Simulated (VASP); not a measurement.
Crystal: Sb2TeO5.

```
Sb Te O
1.0
     4.95494    0.00000    0.00000
     0.00000    4.95494    0.00000
     0.00000    0.00000    6.10645
Sb Te O
2 1 5
Direct
  0.00000 0.50000 0.90582
  0.50000 0.00000 0.09418
  0.50000 0.50000 0.50000
  0.00000 0.00000 0.50000
  0.00000 0.50000 0.33371
  0.50000 0.00000 0.66629
  0.00000 0.00000 0.00000
  0.50000 0.50000 0.00000
```

The cell was built by a generator and needn't be a form met in nature.

| Item | Value |
| --- | --- |
| Program | VASP 6.6.1 |
| Task | relaxation of cell and atoms |
| Functional | PBE |
| Potentials or basis | VASP PAW PBE potentials, release 64 (Sb, Te, O) |
| Cutoff | 520 eV |
| k mesh | 3 × 3 × 3 |
| Occupations | gaussian, width 0.15 eV |
| Spin | no spin polarisation |

At the start: pressure -18.3 GPa; volume 18.74 Å³/atom.

Problem. Where does the relaxation end?

Solution. Over 12 steps the energy falls by 414.7 meV/atom and the volume is 14.50 Å³/atom (-22.6 %); space group P-4m2 (No. 115, to 0.05 Å).

Step by step:
| step | energy change (eV) | largest force (eV/Å) | pressure (GPa) | volume (Å³) |
| --- | --- | --- | --- | --- |
| 1 | 0.0000 | 1.9898 | -18.27 | 149.92 |
| 2 | -3.0545 | 0.6432 | 5.92 | 108.13 |
| 3 | -3.1213 | 0.5575 | 0.06 | 112.38 |
| 4 | -3.1207 | 0.5710 | 0.63 | 111.70 |
| 5 | -3.1831 | 0.5278 | 0.95 | 111.68 |
| 6 | -3.2598 | 0.1751 | 2.99 | 111.55 |
| 7 | -3.2656 | 0.2166 | 1.95 | 111.61 |
| 8 | -3.2694 | 0.1008 | 2.30 | 111.59 |
| 9 | -3.2918 | 0.2256 | -0.83 | 115.83 |
| 10 | -3.2946 | 0.1958 | -0.36 | 114.80 |
| 11 | -3.3089 | 0.1146 | -0.17 | 115.30 |
| 12 | -3.3173 | 0.0721 | 0.14 | 116.02 |

Final structure:
```xyz
8
Lattice="4.5187 0.0000 0.0000 0.0000 4.5187 0.0000 0.0000 0.0000 5.6821" Properties=species:S:1:pos:R:3 pbc="T T T"
Sb    0.0000    2.2593    5.3634
Sb    2.2593    0.0000    0.3187
Te    2.2593    2.2593    2.8411
O     0.0000    0.0000    2.8411
O     0.0000    2.2593    1.7607
O     2.2593    0.0000    3.9214
O     0.0000    0.0000    0.0000
O     2.2593    2.2593    0.0000
```

Caveat: the k mesh is coarse (spacing up to 0.42 Å⁻¹), so the values aren't converged; the volume moved by over 15 % at a fixed basis, so the end points are rough.
